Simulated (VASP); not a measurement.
Method: r2SCAN+rVV10, VASP's PBE PAW potentials (set 64) (plane waves; VASP).

VASP input:

INCAR:
```
! general
SYSTEM   = Ni
PREC     = Accurate
ENCUT    = 520
LREAL    = F   ! projection in real space or not
LASPH    = T   ! aspherical one-centre terms

! electronic loop
EDIFF    = 1E-6   ! SCF stop (eV)
NELM     = 100   ! most electronic steps
ALGO     = Normal
LMAXMIX  = 4   ! l cut-off of mixed one-centre charges
LMIXTAU  = T

! smearing
ISMEAR   = 1
SIGMA    = 0.1

! functional
METAGGA  = R2SCAN
LUSE_VDW = T
BPARAM   = 11.95
CPARAM   = 0.0093

! spin
ISPIN    = 2   ! spin-polarised
MAGMOM   = 0.8

! ions
IBRION   = 2
NSW      = 60   ! most ionic steps
ISIF     = 3
EDIFFG   = -0.01   ! ionic stop

! output
LWAVE    = F
LCHARG   = F
LORBIT   = 10
```

File KPOINTS:
```
K-points
0
Gamma
  16 16 16
```

### POSCAR
```
Ni
1
    0.0000000000     1.7357425480     1.7357425480
    1.7357425480     0.0000000000     1.7357425480
    1.7357425480     1.7357425480     0.0000000000
Ni
1
Direct
  0.0000000000   0.0000000000   0.0000000000
```

POTCAR, in this order: Ni (PBE.64 set). Program: vasp_std.

### Question
What will the output report for the number of irreducible k-points (NKPTS), largest plane-wave count, number of space-group operations, FFT grid (NGX, NGY, NGZ)?

### Answer

```yaml
number of irreducible k-points (NKPTS): 145
largest_plane_wave_count: 295
number_of_space_group_operations: 48
FFT grid (NGX, NGY, NGZ): 18 × 18 × 18
```

The compound is Ni in the fcc structure. It was relaxed first. The start is the result of an earlier pass.
